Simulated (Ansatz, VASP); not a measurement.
## TaSeS in two plane-wave programs

Wanted: the spread between two codes on one cell, functional and k mesh. The cell is taken from a series of runs on this material, whose earlier steps may have relaxed, scaled, displaced or heated it; both programs get it as it stands.

Calculated with Ansatz 0.2.0; plane waves, with VASP 6.6.1 beside it; single point at LDA.

## 1. Set-up

Symmetry: P3m1, No. 156, trigonal system. Conventional cell: a = 3.433 Å, b = 3.433 Å, c = 6.400 Å, α = 90.00°, β = 90.00°, γ = 120.00°. Ta has 3 S at 2.49 Å and 3 Se at 2.62 Å nearest. Nearest to Se lie 3 Ta at 2.62 Å. S has 3 Ta at 2.49 Å nearest. Farther neighbours and most contacts between anions are not listed.

## 2. VASP: single point, LDA, pair 1

A single point gives forces, pressure and levels at one fixed geometry, so differences don't come from the geometry; what else differs is listed under the comparison.

Lines of VASP's logs that name or quote its potential files are left out, and so is its time.

Contents of INCAR:

```
SYSTEM = TaSeS
PREC = Accurate
ENCUT = 500
EDIFF = 1E-06
NELM = 120
ISMEAR = -1
SIGMA = 0.1
LREAL = .FALSE.
ALGO = Normal
GGA = PW92
NBANDS = 17
LASPH = .TRUE.
LORBIT = 11
LWAVE = .FALSE.
LCHARG = .FALSE.
ISIF = 2
GGA_COMPAT = .FALSE.
KPAR = 2
```

Contents of POSCAR:

```
TaSeS
1.0
    3.4333277683      0.0000000000      0.0000000000
   -1.7166638842      2.9733490669      0.0000000000
    0.0000000000      0.0000000000      6.3999500000
Ta Se S
1 1 1
Direct
    0.0000000000      0.0000000000      0.0105970000
    0.6666666667      0.3333333333      0.7439080000
    0.3333333333      0.6666666667      0.2454950000
```

Contents of KPOINTS:

```
Automatic mesh
0
Gamma
6 6 2
0 0 0
```

PAW data sets: Ta_pv, Se and S (LDA family, release 64).

Started as:

```sh
mpirun -np 2 vasp_std
```

Numbers of over 12 decimals in the logs are rounded to 6 here.

The program printed:

```text
[banner, memory and clock lines left out]
running    2 mpi-ranks, on    1 nodes
 distrk:  each k-point on    1 cores,    2 groups
 distr:  one band on    1 cores,    1 groups

 POSCAR found type information on POSCAR TaSeS
 POSCAR found :  3 types and       3 ions
|                                                                             |
|               ----> ADVICE to this user running VASP <----                  |
|                                                                             |
|     You enforced a specific xc type in the INCAR file but a different       |
|     [... a line on the potential file left out ...]
|     I HOPE YOU KNOW WHAT YOU ARE DOING!                                     |
|                                                                             |

 LDA part: xc-table for (Slater(with rela. corr.)+PW92), standard interpolation
 POSCAR, INCAR and KPOINTS ok, starting setup
 FFT: planning ... GRIDC
 FFT: planning ... GRID_SOFT
 FFT: planning ... GRID
 WAVECAR not read
 entering main loop
       N       E                     dE             d eps       ncg     rms          rms(c)
DAV:   1     0.142008849122E+03    0.14201E+03   -0.10929E+04   476   0.116E+03
DAV:   2    -0.192924501859E+02   -0.16130E+03   -0.15866E+03   633   0.285E+02
DAV:   3    -0.258168849056E+02   -0.65244E+01   -0.64940E+01   625   0.545E+01
DAV:   4    -0.258877936785E+02   -0.70909E-01   -0.70860E-01   599   0.617E+00
DAV:   5    -0.258889327539E+02   -0.11391E-02   -0.11389E-02   677   0.768E-01    0.162E+01
DAV:   6    -0.245990829814E+02    0.12898E+01   -0.63294E+00   542   0.149E+01    0.805E+00
DAV:   7    -0.244656272653E+02    0.13346E+00   -0.10464E+00   531   0.522E+00    0.401E+00
DAV:   8    -0.244265185181E+02    0.39109E-01   -0.21840E-01   629   0.283E+00    0.652E-01
DAV:   9    -0.244243380960E+02    0.21804E-02   -0.84165E-03   574   0.691E-01    0.275E-01
DAV:  10    -0.244240641645E+02    0.27393E-03   -0.17727E-03   589   0.269E-01    0.847E-02
DAV:  11    -0.244240730897E+02   -0.89252E-05   -0.25449E-04   551   0.915E-02    0.404E-02
DAV:  12    -0.244240749849E+02   -0.18952E-05   -0.17908E-05   606   0.346E-02    0.117E-02
DAV:  13    -0.244240746167E+02    0.36820E-06   -0.65308E-06   542   0.168E-02
   1 F= -.24424075E+02 E0= -.24390349E+02  d E =-.674503E-01
```

From OUTCAR (step 2):

```text
ion  position               nearest neighbor table
   1  0.000  0.000  0.011-   3 2.49   3 2.49   3 2.49   2 2.62   2 2.62   2 2.62
   2  0.667  0.333  0.744-   1 2.62   1 2.62   1 2.62
   3  0.333  0.667  0.245-   1 2.49   1 2.49   1 2.49

  LATTYP: Found a hexagonal cell.
 ALAT       =     3.4333277683
 C/A-ratio  =     1.8640661282

 Subroutine GETGRP returns: Found  6 space group operations
 (whereof  6 operations were pure point group operations)

The static configuration has the point symmetry C_3v.

 Found     14 irreducible k-points:

   k-points           NKPTS =     14   k-points in BZ     NKDIM =     14   number of bands    NBANDS=     17

   dimension x,y,z NGX =    28 NGY =   28 NGZ =   48
   dimension x,y,z NGXF=    56 NGYF=   56 NGZF=   96

   ENCUT  =  500.0 eV  36.75 Ry    6.06 a.u.   6.26  6.26 11.67*2*pi/ulx,y,z

   NELECT =      23.0000    total number of electrons

 k-points in reciprocal lattice and weights: Automatic mesh
   0.00000000  0.00000000  0.00000000       0.014
   0.16666667 -0.00000000  0.00000000       0.083
   0.33333333 -0.00000000  0.00000000       0.083
   0.50000000  0.00000000  0.00000000       0.042
   0.16666667  0.16666667  0.00000000       0.083
   0.33333333  0.16666667  0.00000000       0.167
   0.33333333  0.33333333  0.00000000       0.028
   0.00000000  0.00000000  0.50000000       0.014
   0.16666667 -0.00000000  0.50000000       0.083
[...]
0.33333333  0.16666667  0.50000000       0.167
   0.33333333  0.33333333  0.50000000       0.028

 average (electrostatic) potential at core
       1 -39.6587       2 -60.1035       3 -87.8412

 E-fermi :   4.4460

 k-point     1 :       0.0000    0.0000    0.0000
  band No.  band energies     occupation
    ...
      8       0.9704      2.00000
      9       2.9710      2.00000
     10       4.2493      1.75470
     11       4.2493      1.75470
     12       4.4237      1.11088
     13       4.6031      0.34421
     14       4.6031      0.34421
     15       8.2267      0.00000
     16       8.2267      0.00000
     17       8.8184      0.00000

 k-point     2 :       0.1667   -0.0000    0.0000
  band No.  band energies     occupation
    ...
      8       1.1064      2.00000
      9       1.9334      2.00000
     10       3.1035      2.00000
     11       3.2029      1.99999
     12       4.2472      1.75907
     13       5.2833      0.00046
     14       5.6326      0.00001
     15       7.8467      0.00000
     16       8.2634      0.00000
     17      10.2876      0.00000

 k-point     3 :       0.3333   -0.0000    0.0000
  band No.  band energies     occupation
    ...
      8       0.0372      2.00000
      9       1.0791      2.00000
     10       2.0084      2.00000
     11       2.7727      2.00000
     12       3.7145      1.99867
     13       6.2606      0.00000
     14       6.2865      0.00000
     15       8.7442      0.00000
     16       8.8616      0.00000
     17      10.2183      0.00000

  Total       -2.5945439     -2.5945439     -2.7669005      0.0000000      0.0000000      0.0000000
  in kB      -63.6258882    -63.6258882    -67.8525821      0.0000000      0.0000000      0.0000000
  external PRESSURE =     -65.0347862 kB  Pullay stress =       0.0000000 kB

  energy-cutoff  :      500.00
  volume of cell :       65.33
      direct lattice vectors                 reciprocal lattice vectors
     3.433327768  0.000000000  0.000000000     0.291262608  0.168160545  0.000000000
    -1.716663884  2.973349067  0.000000000     0.000000000  0.336321090  0.000000000
     0.000000000  0.000000000  6.399950000     0.000000000  0.000000000  0.156251221

 POSITION                                       TOTAL-FORCE (eV/Angst)
 -----------------------------------------------------------------------------------
      0.00000      0.00000      0.06782         0.000000     -0.000000     -0.026452
      1.71666      0.99112      4.76097         0.000000     -0.000000      0.585561
     -0.00000      1.98223      1.57116        -0.000000      0.000000     -0.559109
 -----------------------------------------------------------------------------------
    total drift:                                0.000000     -0.000000     -0.000009

  FREE ENERGIE OF THE ION-ELECTRON SYSTEM (eV)
  ---------------------------------------------------
  free  energy   TOTEN  =       -24.4240746167 eV

  energy  without entropy=      -24.3566243200  energy(sigma->0) =      -24.39034947

 total charge
# of ion       s       p       d       tot
------------------------------------------
    1        0.298   6.184   2.283   8.765
    2        1.479   2.339   0.053   3.871
    3        1.349   2.355   0.000   3.704
--------------------------------------------------
tot          3.126  10.877   2.337  16.340

[... 3 further parts left out ...]
```

The run ends at a pressure of -6.50 GPa, with forces up to 0.59 eV/Å.

## 3. Ansatz: single point, LDA, pair 1

Ansatz runs on its default PAW (the set named soft_2) files.

The same cell, functional (in two slightly different forms), mesh and smearing now go to Ansatz, which takes its cutoff from its data sets.

Contents of input.yaml:

```yaml
crystal:
  lattice:
    - [3.4333277683, 0.0, 0.0]
    - [-1.7166638842, 2.9733490669, 0.0]
    - [0.0, 0.0, 6.39995]
  atoms:
    - { symbol: Ta, position: [0.0, 0.0, 0.010597] }
    - { symbol: Se, position: [0.66666667, 0.33333333, 0.743908] }
    - { symbol: S, position: [0.33333333, 0.66666667, 0.245495] }
kpoints:
  mp_grid: { grid: [6, 6, 2] }
hamiltonian:
  xc: lda
scf:
  occupations: { method: fermi_dirac, width: 0.1 }
  n_extra_bands: 5
  max_iter: 120
output:
  eigenvalues: true
  forces: true
  stress: true
```

Started as:

```sh
ansatz run input.yaml --threads 4 --pin off --max-ram 9216MiB --backend cpu --events-out ev --progress --plain --runs-dir out
```

The program printed:

```text
scf.n_extra_bands = 5 over 18 filled bands (N_el = 35.0): the run solves 23 bands
Engine: ansatz 0.2.0, aarch64-unknown-linux-gnu
Pseudopotentials: kind: paw
Pseudopotential: Ta, paw, valence charge 13, recommended cutoff 420 eV (normal), Ta.paw.azcp
Pseudopotential: Se, paw, valence charge 16, recommended cutoff 420 eV (normal), Se.paw.azcp
Pseudopotential: S, paw, valence charge 6, recommended cutoff 420 eV (normal), S.paw.azcp
Functional definition: SPW92
  exchange = slater_x
  correlation = pw_c
Crystal: 3 atoms, lattice volume = 65.334 Å³
Basis set: ecut = 420 eV, 1305 PW (Γ)
Bands: 23, of which v1, the nominal top of the filled ones, is band 18 counted from 1 (17 counted from 0)
Symmetry: 6 space group operations
Space group: P3m1 (ITA 156), of the structure as read, at distance tolerance 4.0e-5 Å
k-points: 14 of 72 (time reversal used)
Non-local potential: Ta, projectors of the file, l = 0: 3, l = 1: 2, l = 2: 2, l = 3: 1
Non-local potential: Se, projectors of the file, l = 0: 2, l = 1: 2, l = 2: 3, l = 3: 1
Non-local potential: S, projectors of the file, l = 0: 2, l = 1: 2, l = 2: 2
PAW form: soft (Blöchl's): semilocal exchange-correlation on the pseudo side does not see the compensation charge
PAW frozen core: Ta, regenerated for the run's functional, and the local potential with it (the file was generated under x = pbe(κ = 0.804, μ = 0.219515), c = pbe(β = 0.066725))
PAW frozen core: Se, regenerated for the run's functional, and the local potential with it (the file was generated under x = pbe(κ = 0.804, μ = 0.219515), c = pbe(β = 0.066725))
PAW frozen core: S, regenerated for the run's functional, and the local potential with it (the file was generated under x = pbe(κ = 0.804, μ = 0.219515), c = pbe(β = 0.066725))
PAW one-centre angular grid: Ta, 590 points (default); XC on 64 Gauss nodes
PAW one-centre angular grid: Se, 590 points (default); XC on 64 Gauss nodes
PAW one-centre angular grid: S, 110 points (default); XC on 64 Gauss nodes
Initial density: superposition of atomic densities (neutral atoms: chi_scale 0, normalization atom), corrected by the library's trained network
Initial wavefunctions: pseudopotential atomic-orbital guess
Functional: x = slater, c = lda
SCF iter   1: F=—  HF=-15938.173793 eV  |F-HF|=—  |Δ(HF+E_count)|=         —  Δρ=6.00e-3  dr2=3.54e-2  ethr=1.77e-3  ⟨swp⟩=5.1  Hψ=1506  notcnv=0
preconditioner: auto → LDOS  [metal: Δε(μ)=0.073 eV  Ē_g=8.866 eV  σ=0.100 eV  W_gap=0.18  n_scr=22 (ndim 8)  ℏωp=18.9 eV  f_vac=0.045  D(μ)=2.29/eV (n_scr^D=22)  β→1.0]
SCF iter   2: F=—  HF=-15938.167835 eV  |F-HF|=—  |Δ(HF+E_count)|=   5.96e-3  Δρ=1.65e-3  dr2=1.60e-3  ethr=1.01e-4  ⟨swp⟩=1.0  Hψ=434  notcnv=0
SCF iter   3: F=—  HF=-15938.167642 eV  |F-HF|=—  |Δ(HF+E_count)|=   1.93e-4  Δρ=7.28e-4  dr2=6.28e-4  ethr=4.56e-6  ⟨swp⟩=2.0  Hψ=555  notcnv=0
SCF iter   4: F=—  HF=-15938.167378 eV  |F-HF|=—  |Δ(HF+E_count)|=   2.64e-4  Δρ=1.68e-4  dr2=2.11e-5  ethr=1.80e-6  ⟨swp⟩=2.0  Hψ=554  notcnv=0
SCF iter   5: F=—  HF=-15938.167367 eV  |F-HF|=—  |Δ(HF+E_count)|=   1.10e-5  Δρ=4.88e-5  dr2=1.47e-6  ethr=6.02e-8  ⟨swp⟩=2.0  Hψ=557  notcnv=0
SCF iter   6: F=-15938.167367 eV  HF=-15938.167367 eV  |F-HF|=2.69e-8  |Δ(HF+E_count)|=   4.16e-7  Δρ=1.08e-5  dr2=7.55e-8  ethr=2.86e-10  ⟨swp⟩=3.5  Hψ=1480  notcnv=0
SCF 1 converged in 6 iterations: F = -15938.167367 eV  dr2 = 7.55e-8
  greatest PAW one-centre occupation: 1.000 electrons in one spin orbital (limit 2), on the Ta atom at site 0 (counted from 0), in its partial waves of l = 0
SCF converged after 6 iterations
Free energy (F): -15938.167367 eV
Harris-Foulkes:  -15938.167367 eV  (|F-HF|=2.69e-8)
Internal energy: -15938.100107 eV  (E = F + TS)
E sigma→0 (E₀):  -15938.133737 eV
Entropy (-TS):   -0.067260 eV (-22.420 meV/atom)
Fermi energy:    10.004637 eV
--- Per-component energies (eV) ---
  E_band       = -575.736991
  E_kinetic    = 590.837694
  E_local      = -4028.628760  (includes V_loc(G=0)·N_el)
  E_nonlocal   = -539.983920
  E_hartree    = 1850.939945
  E_xc         = -416.330380
  E_vxc        = -389.852750  (∫ρ·V_xc dr)
  E_paw        = -10544.421080  (= ΣΔE_a)
  E_vpaw       = 90.023624  (= ΣTr[D̂ρ^β])
  E_aug_tail   = -0.000446  (compensation charges beyond the density's cutoff)
  E_ewald      = -2853.142623
  E_core_change = 2.629463  (= ΣΔE_core)
  E_smearing   = -0.067260  (= −TS)
  E_closure    = 0.000000  (closes the sum)
  Σ components = -15938.167367   (vs F -15938.167367, Δ=0.00e0)
--- Forces (eV/Å), atoms counted from 1 ---
  atom   1  Ta     0.00000000     0.00000000    -0.05681565
  atom   2  Se    -0.00000000    -0.00000000     0.63994590
  atom   3  S      0.00000000     0.00000000    -0.58333019
  max |Σ_I F_I| component: 2.00e-4 eV/Å
--- Stress (GPa, compression-positive) ---
       -6.568176       0.000000       0.000000
        0.000000      -6.568176       0.000000
        0.000000       0.000000      -7.089183
  P = ⅓ Tr σ = -6.7418 GPa (-67.418 kbar)
--- Band table (eV; the first three rows and the last of 14) ---
  k-point 0: bands = [... 14 lower, 8.5199, 9.7991, 9.7991, 9.9843, 10.1655, 10.1655, 13.7785, 13.7785, ... 1 higher]
  k-point 1: bands = [... 14 lower, 6.5984, 9.6998, 9.6998, 10.1499, 10.1499, 10.7761, 14.0360, 14.0360, ... 1 higher]
  k-point 2: bands = [... 14 lower, 7.4869, 8.6510, 8.7585, 9.8085, 10.8377, 11.1901, 13.3945, 13.8159, ... 1 higher]
  k-point 13: bands = [... 14 lower, 6.4342, 6.6706, 6.7086, 11.1792, 11.2083, 11.3493, 14.4997, 14.7695, ... 1 higher]
```

The column dr2 measures how far the density is from self-consistency, as an energy; F and HF (Harris–Foulkes) agree once it is small.

The run ends at a pressure of -6.74 GPa, with forces up to 0.64 eV/Å.

## 4. Comparison

Known differences besides the potentials themselves: the data sets hold 35 valence electrons in Ansatz (on its default PAW (the set named soft_2) files) and 23 in VASP; the cutoff is 420 eV in Ansatz and 500 eV in VASP; VASP's log shows a relativistic correction to its local exchange, Ansatz's none. Total energies have different zeros and are not compared.

The two programs side by side:

```csv
quantity,Ansatz,VASP,difference
pressure (GPa),-6.74,-6.50,-0.24
```

Forces (eV/Å; atoms numbered as in POSCAR):

```csv
atom,"Ansatz x, y, z","VASP x, y, z"
Ta1,"0.000, 0.000, -0.057","0.000, 0.000, -0.026"
Se2,"0.000, 0.000, 0.640","0.000, 0.000, 0.586"
S3,"0.000, 0.000, -0.583","0.000, 0.000, -0.559"
```

The forces differ by 22 meV/Å r.m.s., which is 8.3 % of the r.m.s. force of 0.270 eV/Å (both taken over all components).

## 5. What the set-up changes

Further runs change the set-up of one program: Ansatz's method, potentials or start, or VASP's data sets, cutoff or form of LDA. The table gives Ansatz less VASP for each quantity, since a change that brings one quantity closer may part another.

```csv
run,r.m.s. force difference (meV/Å),pressure (GPa)
as above,22,-0.24
"VASP with the data sets Ta, Se_sv_GW and S and a cutoff of 620 eV",10,0.90
```

## 6. Ansatz: single point, LDA, pair 2

With cell and atoms fixed, the geometry can't cause a difference; cores, projectors, grids and the points listed under the comparison can. The cell compared in this pair holds 61.41 Å³, against 65.33 Å³ for the pair before.

The cell is taken from a series of runs on this material, whose earlier steps may have relaxed, scaled, displaced or heated it; both programs get it as it stands.

Contents of input.yaml:

```yaml
crystal:
  lattice:
    - [-2.3781699372, 2.3781699568, 9.8e-09]
    - [2.3781699372, -9.8e-09, -2.3781699568]
    - [-3.6195832986, -3.6195832496, -3.6195832496]
  atoms:
    - { symbol: Ta, position: [0.0, 0.0, 0.010597] }
    - { symbol: Se, position: [0.66666667, 0.33333333, 0.743908] }
    - { symbol: S, position: [0.33333333, 0.66666667, 0.245495] }
kpoints:
  mp_grid: { grid: [12, 12, 4] }
  band_path:
    path:
      - [[0.0, 0.0, 0.0], [0.5, 0.0, 0.0], [0.33333333, 0.33333333, 0.0], [0.0, 0.0, 0.0], [0.0, 0.0, 0.5], [0.5, 0.0, 0.5], [0.33333333, 0.33333333, 0.5], [0.0, 0.0, 0.5]]
      - [[0.5, 0.0, 0.5], [0.5, 0.0, 0.0]]
      - [[0.33333333, 0.33333333, 0.5], [0.33333333, 0.33333333, 0.0]]
    npoints: 10
hamiltonian:
  xc: lda
scf:
  occupations: { method: gaussian, width: 0.08 }
  n_extra_bands: 19
  max_iter: 150
output:
  eigenvalues: true
  forces: true
  stress: true
  fatbands: true
```

The program printed:

```text
[...]
k-point 0: bands = [... 14 lower, 9.4495, 10.8304, 10.8304, 10.8761, 11.1056, 11.1056, 15.0129, 15.0129, ... 15 higher]
  k-point 1: bands = [... 14 lower, 8.3370, 10.7750, 10.7750, 11.0952, 11.0952, 11.5256, 15.1620, 15.1620, ... 15 higher]
  k-point 2: bands = [... 14 lower, 7.3489, 10.7210, 10.7210, 11.0854, 11.0854, 11.8482, 15.3167, 15.3167, ... 15 higher]
  k-point 68: bands = [... 14 lower, 7.2162, 7.4988, 7.5339, 12.1591, 12.2202, 12.3952, 15.8142, 16.0357, ... 15 higher]
[key lines of the parts left out:]
SCF converged after 6 iterations
Free energy (F): -15938.256782 eV
Fermi energy:    10.926907 eV
P = ⅓ Tr σ = 0.0762 GPa (0.762 kbar)
```

## 7. VASP: single point, LDA, pair 2

The same cell, functional (in two slightly different forms), mesh and smearing now go to VASP, with its own data sets.

Edit INCAR of step 2 so:

```diff
@@ -5,4 +5,4 @@
 NELM = 120
-ISMEAR = -1
-SIGMA = 0.1
+ISMEAR = 0
+SIGMA = 0.08
 LREAL = .FALSE.
```

Contents of POSCAR:

```
TaSeS
1.0
   -2.3781699372      2.3781699568      0.0000000098
    2.3781699372     -0.0000000098     -2.3781699568
   -3.6195832986     -3.6195832496     -3.6195832496
Ta Se S
1 1 1
Direct
    0.0000000000      1.0000000000      0.0105970000
    0.6666666667      0.3333333333      0.7439080000
    0.3333333333      0.6666666667      0.2454950000
```

Contents of KPOINTS:

```
Automatic mesh
0
Gamma
12 12 4
0 0 0
```

Started as:

```sh
mpirun -np 2 vasp_std
```

The program printed:

```text
[banner, memory and clock lines left out]
running    2 mpi-ranks, on    1 nodes
[...]
[... a notice as in an earlier step ...]

 LDA part: xc-table for (Slater(with rela. corr.)+PW92), standard interpolation
 POSCAR, INCAR and KPOINTS ok, starting setup
[...]
entering main loop
       N       E                     dE             d eps       ncg     rms          rms(c)
DAV:   1     0.142485205326E+03    0.14249E+03   -0.11262E+04  2346   0.117E+03
DAV:   2    -0.196063951766E+02   -0.16209E+03   -0.15930E+03  3052   0.288E+02
DAV:   3    -0.257414401426E+02   -0.61350E+01   -0.60747E+01  3069   0.537E+01
DAV:   4    -0.258062665545E+02   -0.64826E-01   -0.64763E-01  3117   0.591E+00
[...]
DAV:  11    -0.245056643638E+02   -0.10529E-04   -0.21946E-04  2713   0.905E-02    0.428E-02
DAV:  12    -0.245056649169E+02   -0.55312E-06   -0.10694E-05  3018   0.272E-02    0.181E-02
DAV:  13    -0.245056655693E+02   -0.65234E-06   -0.30087E-06  2247   0.129E-02
   1 F= -.24505666E+02 E0= -.24502694E+02  d E =-.594346E-02
```

Parts of OUTCAR (step 7):

```text
  Total        0.1535777      0.1535777      0.1535777      0.0833131      0.0833130      0.0833131
  in kB        4.0065749      4.0065749      4.0065749      2.1734919      2.1734918      2.1734919
  external PRESSURE =       4.0065749 kB  Pullay stress =       0.0000000 kB

 POSITION                                       TOTAL-FORCE (eV/Angst)
 -----------------------------------------------------------------------------------
     -0.03836     -0.03836     -0.03836         0.015165      0.015165      0.015165
     -3.48536     -1.10719     -3.48536         0.189447      0.189447      0.189447
     -0.09587     -0.09587     -2.47404        -0.204612     -0.204612     -0.204612
 -----------------------------------------------------------------------------------
    total drift:                                0.000393      0.000393      0.000393

  FREE ENERGIE OF THE ION-ELECTRON SYSTEM (eV)
  ---------------------------------------------------
  free  energy   TOTEN  =       -24.5056655693 eV

  energy  without entropy=      -24.4997221085  energy(sigma->0) =      -24.50269384

[... 3 further parts left out ...]
[key lines of the parts left out:]
E-fermi :   5.0174
```

The run ends at a pressure of 0.40 GPa, with forces up to 0.35 eV/Å.

[end of part 1 of 2]

[Lines on the potential files, build, host, timing and source positions are cut from VASP's logs without a mark.]

[Logs are printed without paths, hosts, clocks, repeated set-up lines and the standing remarks that a program may print on its own settings, such as how far it seeks lower states.]

[Hosts, paths, dates, database ids (printed as entryN), source tags and the programs' standing remarks are cut or masked in the printed files.]
